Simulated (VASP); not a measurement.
# LuAl3N4 (P-43m) in VASP: further runs, part 2 of 2

VASP 6.6.1. The steps go on from the part before.

### Step 3. Relaxation of cell and atoms, PBE

INCAR reads:

```
SYSTEM = LuAl3N4
PREC = Accurate
ENCUT = 520
EDIFF = 1E-7
ISMEAR = 0
SIGMA = 0.03
LREAL = .FALSE.
LASPH = .TRUE.
NELM = 120
ALGO = Normal
ISIF = 3
LWAVE = .FALSE.
LCHARG = .FALSE.
GGA = PE
IBRION = 2
NSW = 60
EDIFFG = -0.005
POTIM = 0.3
KPAR = 2
```

KPOINTS reads:

```
Automatic mesh
0
G
  6 6 6
  0 0 0
```

POSCAR reads:

```
LuAl3N4                                 
1.0
    4.5961672271     -0.0000000000      0.0000000000
    0.0000000000      4.5961672271      0.0000000000
   -0.0000000000     -0.0000000000      4.5961672271
  Lu              Al              N             
     1     3     4
Direct
     0.0000000000000000    0.0000000000000000    0.0000000000000000
     0.5000000000000000    0.5000000000000000    0.0000000000000000
     0.5000000000000000    0.0000000000000000    0.5000000000000000
     0.0000000000000000    0.5000000000000000    0.5000000000000000
     0.7308189460878499    0.2691810539121500    0.7308189460878499
     0.7308189460878499    0.7308189460878499    0.2691810539121500
     0.2691810539121500    0.2691810539121500    0.2691810539121500
     0.2691810539121500    0.7308189460878499    0.7308189460878499
```

Potentials or basis: VASP PAW PBE potentials, release 64 (Lu, Al, N).

Started as:

```console
$ cat potpaw_PBE.64/Lu/POTCAR potpaw_PBE.64/Al/POTCAR potpaw_PBE.64/N/POTCAR > POTCAR
$ mpirun -np 2 vasp_std > vasp.out
```

OUTCAR:

```text
SYSTEM = LuAl3N4
   PREC = Accurate
   ENCUT = 520
   EDIFF = 1E-7
   ISMEAR = 0
   LREAL = .FALSE.
   LASPH = .TRUE.
   NELM = 120
   ISIF = 3
   GGA = PE
   IBRION = 2
   NSW = 60
   EDIFFG = -0.005
   POTIM = 0.3

 ion  position               nearest neighbor table
   1  0.000  0.000  0.000-   5 2.14   6 2.14   7 2.14   8 2.14   3 3.25   4 3.25   2 3.25   3 3.25
                             4 3.25   2 3.25   4 3.25   4 3.25   2 3.25   3 3.25   3 3.25   2 3.25
   2  0.500  0.500  0.000-   5 1.94   6 1.94   7 1.94   8 1.94   3 3.25   4 3.25   1 3.25   3 3.25
                             4 3.25   1 3.25   3 3.25   3 3.25   1 3.25   4 3.25   4 3.25   1 3.25
   3  0.500  0.000  0.500-   5 1.94   6 1.94   7 1.94   8 1.94   2 3.25   4 3.25   1 3.25   1 3.25
                             2 3.25   2 3.25   4 3.25   2 3.25   1 3.25   4 3.25   1 3.25   4 3.25
   4  0.000  0.500  0.500-   5 1.94   6 1.94   7 1.94   8 1.94   2 3.25   3 3.25   1 3.25   1 3.25
                             2 3.25   1 3.25   3 3.25   1 3.25   2 3.25   3 3.25   2 3.25   3 3.25
   5  0.731  0.269  0.731-   2 1.94   3 1.94   4 1.94   1 2.14
   6  0.731  0.731  0.269-   2 1.94   3 1.94   4 1.94   1 2.14
   7  0.269  0.269  0.269-   2 1.94   3 1.94   4 1.94   1 2.14
   8  0.269  0.731  0.731-   2 1.94   3 1.94   4 1.94   1 2.14

  LATTYP: Found a simple cubic cell.
 ALAT       =     4.5961672271

  Lattice vectors:

 A1 = (   4.5961672271,   0.0000000000,   0.0000000000)
 A2 = (   0.0000000000,   4.5961672271,   0.0000000000)
 A3 = (   0.0000000000,   0.0000000000,   4.5961672271)

Analysis of symmetry for initial positions (statically):
=====================================================================
 Subroutine PRICEL returns:
 Original cell was already a primitive cell.

 Routine SETGRP: Setting up the symmetry group for a
 simple cubic supercell.

 Subroutine GETGRP returns: Found 24 space group operations
 (whereof 24 operations were pure point group operations)
[... 206 lines left out ...]
    total drift:                                0.000000      0.000000      0.000000

  FREE ENERGIE OF THE ION-ELECTRON SYSTEM (eV)
  ---------------------------------------------------
  free  energy   TOTEN  =       -59.2202975187 eV

  energy  without entropy=      -59.2202975187  energy(sigma->0) =      -59.22029752

--------------------------------------- Ionic step        2  -------------------------------------------

 number of electron      54.0000001 magnetization

 Free energy of the ion-electron system (eV)
  ---------------------------------------------------
  ext. energy  EPLUGINS =         0.00000000
  ---------------------------------------------------
  free energy    TOTEN  =       -59.22030021 eV

  energy without entropy =      -59.22030021  energy(sigma->0) =      -59.22030021

 E-fermi :   4.7138     XC(G=0): -10.9277

 val. band max:        4.5206526026   @ k =   0.5000   0.0000   0.0000
 cond. band min:       7.2469433878   @ k =   0.0000   0.0000   0.0000
 fundamental gap:      2.7262907852
 Fermi energy:         4.7137806794

 k-point     1 :       0.0000    0.0000    0.0000
  band No.  band energies     occupation
      1     -48.7654      2.00000
      2     -19.7089      2.00000
      3     -19.7089      2.00000
      4     -19.7089      2.00000
      5      -9.8903      2.00000
      6      -7.5893      2.00000
[... 689 lines left out ...]
     31      10.6295      0.00000
     32      10.6295      0.00000

------------------------ aborting loop because EDIFF is reached ----------------------------------------

  FORCE on cell =-STRESS in cart. coord.  units (eV):
  Direction    XX          YY          ZZ          XY          YZ          ZX
  --------------------------------------------------------------------------------------
  -------------------------------------------------------------------------------------
  Total       -0.0097746     -0.0097746     -0.0097746      0.0000000     -0.0000000     -0.0000000
  in kB       -0.1613034     -0.1613034     -0.1613034      0.0000000     -0.0000000     -0.0000000
  external PRESSURE =      -0.1613034 kB  Pullay stress =       0.0000000 kB

 VOLUME and BASIS-vectors are now :
 -----------------------------------------------------------------------------
  energy-cutoff  :      520.00
  volume of cell :       97.09
      direct lattice vectors                 reciprocal lattice vectors
     4.596099150  0.000000000 -0.000000000     0.217575811  0.000000000 -0.000000000
     0.000000000  4.596099150  0.000000000    -0.000000000  0.217575811 -0.000000000
     0.000000000  0.000000000  4.596099150     0.000000000  0.000000000  0.217575811

 POSITION                                       TOTAL-FORCE (eV/Angst)
 -----------------------------------------------------------------------------------
      4.59610      4.59610      4.59610         0.000000      0.000000     -0.000000
      2.29805      2.29805      4.59610         0.000000     -0.000000     -0.000000
      2.29805      4.59610      2.29805        -0.000000     -0.000000     -0.000000
      4.59610      2.29805      2.29805         0.000000      0.000000     -0.000000
      3.35882      1.23728      3.35882        -0.000948      0.000948     -0.000948
      3.35882      3.35882      1.23728        -0.000948     -0.000948      0.000948
      1.23728      1.23728      1.23728         0.000948      0.000948      0.000948
      1.23728      3.35882      3.35882         0.000948     -0.000948     -0.000948
 -----------------------------------------------------------------------------------
    total drift:                                0.000000      0.000000      0.000000

  FREE ENERGIE OF THE ION-ELECTRON SYSTEM (eV)
  ---------------------------------------------------
  free  energy   TOTEN  =       -59.2203002059 eV

  energy  without entropy=      -59.2203002059  energy(sigma->0) =      -59.22030021

 reached required accuracy - stopping structural energy minimisation
```

CONTCAR:

```text
LuAl3N4
   1.00000000000000
     4.5960991503452400    0.0000000000000000   -0.0000000000000000
     0.0000000000000000    4.5960991503452400    0.0000000000000000
     0.0000000000000000    0.0000000000000000    4.5960991503452400
  Lu              Al              N
     1     3     4
Direct
     1.0000000000000000    1.0000000000000000    1.0000000000000000
     0.5000000000000000    0.5000000000000000    1.0000000000000000
     0.5000000000000000    1.0000000000000000    0.5000000000000000
     1.0000000000000000    0.5000000000000000    0.5000000000000000
     0.7307974484993773    0.2692025515006226    0.7307974484993773
     0.7307974484993773    0.7307974484993773    0.2692025515006226
     0.2692025515006226    0.2692025515006226    0.2692025515006226
     0.2692025515006226    0.7307974484993773    0.7307974484993773

  0.00000000E+00  0.00000000E+00  0.00000000E+00
  0.00000000E+00  0.00000000E+00  0.00000000E+00
  0.00000000E+00  0.00000000E+00  0.00000000E+00
  0.00000000E+00  0.00000000E+00  0.00000000E+00
  0.00000000E+00  0.00000000E+00  0.00000000E+00
  0.00000000E+00  0.00000000E+00  0.00000000E+00
  0.00000000E+00  0.00000000E+00  0.00000000E+00
  0.00000000E+00  0.00000000E+00  0.00000000E+00
```

Run time: 50 s. Hardware: 2 MPI ranks of Intel Xeon Platinum 8488C (Sapphire Rapids), shared host; peak memory 0.23 GiB.

What came out:

```yaml
Free_energy: -59.2203 eV
Energy_gained_by_relaxing: 0.0 meV/atom
Ionic_steps: 2
Pressure_after_relaxing: 0.0 GPa
Band_gap_on_the_k_mesh: 2.73 eV, indirect (least direct gap 3.32 eV)
```

Final structure:
```xyz
8
Lattice="4.5961 0.0000 0.0000 0.0000 4.5961 0.0000 0.0000 0.0000 4.5961" Properties=species:S:1:pos:R:3 pbc="T T T"
Lu    4.5961    4.5961    4.5961
Al    2.2981    2.2981    4.5961
Al    2.2981    4.5961    2.2981
Al    4.5961    2.2981    2.2981
N     3.3588    1.2373    3.3588
N     3.3588    3.3588    1.2373
N     1.2373    1.2373    1.2373
N     1.2373    3.3588    3.3588
```

Levels at points of the mesh, in eV from the valence-band top:
```csv
k point,band 23,band 24,band 25,band 26,band 27,band 28,band 29,band 30,band 31,band 32
"(0.00, 0.00, 0.00)",-1.41,-1.41,-0.59,-0.59,-0.59,2.73,3.06,3.06,3.06,5.11
"(0.50, 0.00, 0.00)",-1.66,-1.66,-1.26,0.00,0.00,4.50,4.50,4.63,4.72,6.24
"(0.50, 0.50, 0.00)",-1.17,-1.16,-0.95,-0.18,-0.18,5.16,5.66,6.14,6.14,6.58
"(0.50, 0.50, 0.50)",-0.88,-0.88,-0.35,-0.35,-0.35,5.42,5.42,5.42,6.11,6.11
```

Caveat: spin-orbit coupling is left out, which moves the levels of the heavy elements. Expect the measured gap to be larger: semilocal functionals such as PBE lack the derivative discontinuity.

### Step 4. Single point, r2SCAN

INCAR reads:

```
SYSTEM = LuAl3N4
PREC = Accurate ; ENCUT = 520
EDIFF = 1E-6 ; ISMEAR = 0
SIGMA = 0.03 ; LREAL = .FALSE.
LASPH = .TRUE. ; NELM = 150
ALGO = Normal ; ISIF = 2
LWAVE = .FALSE. ; LCHARG = .FALSE.
METAGGA = R2SCAN ; LMIXTAU = .TRUE.
KPAR = 2
```

KPOINTS is that of step 3.

POSCAR reads:

```
LuAl3N4                                 
1.0
    4.5960991503      0.0000000000     -0.0000000000
    0.0000000000      4.5960991503      0.0000000000
    0.0000000000      0.0000000000      4.5960991503
  Lu              Al              N             
     1     3     4
Direct
     1.0000000000000000    1.0000000000000000    1.0000000000000000
     0.5000000000000000    0.5000000000000000    1.0000000000000000
     0.5000000000000000    1.0000000000000000    0.5000000000000000
     1.0000000000000000    0.5000000000000000    0.5000000000000000
     0.7307974484993773    0.2692025515006226    0.7307974484993773
     0.7307974484993773    0.7307974484993773    0.2692025515006226
     0.2692025515006226    0.2692025515006226    0.2692025515006226
     0.2692025515006226    0.7307974484993773    0.7307974484993773
```

Started as:

```console
$ cat potpaw_PBE.64/Lu/POTCAR potpaw_PBE.64/Al/POTCAR potpaw_PBE.64/N/POTCAR > POTCAR
$ mpirun -np 2 vasp_std > vasp.out
```

It took 2.5 min on 2 MPI ranks of Intel Xeon Platinum 8488C (Sapphire Rapids), shared host; peak memory 0.25 GiB.

The run converged. Its results:

| Property | Result |
| --- | --- |
| Free energy | -106.9679 eV |
| Pressure | -3.7 GPa |
| Largest force | 0.049 eV/Å |
| Band gap on the k mesh | 3.29 eV, indirect (least direct gap 3.88 eV) |

Forces on the atoms (eV/Å):
```
Lu   0.000  0.000  0.000
Al   0.000  0.000  0.000
Al   0.000  0.000  0.000
Al   0.000  0.000  0.000
N   -0.028  0.028 -0.028
N   -0.028 -0.028  0.028
N    0.028  0.028  0.028
N    0.028 -0.028 -0.028
```

Levels at points of the mesh, in eV from the valence-band top:
```
           k point  band 23  band 24  band 25  band 26  band 27  band 28  band 29  band 30  band 31  band 32
(0.00, 0.00, 0.00)    -1.42    -1.42    -0.59    -0.59    -0.59     3.29     3.55     3.55     3.55     5.72
(0.50, 0.00, 0.00)    -1.67    -1.67    -1.19     0.00     0.00     5.03     5.03     5.19     5.27     6.81
(0.50, 0.50, 0.00)    -1.19    -1.17    -0.89    -0.19    -0.19     5.73     6.22     6.75     6.75     7.25
(0.50, 0.50, 0.50)    -0.89    -0.89    -0.36    -0.36    -0.36     6.10     6.10     6.10     6.65     6.65
```

Caveat: the PAW data sets were made with another functional, which shifts forces and pressure a little; spin-orbit coupling is left out, which moves the levels of the heavy elements.
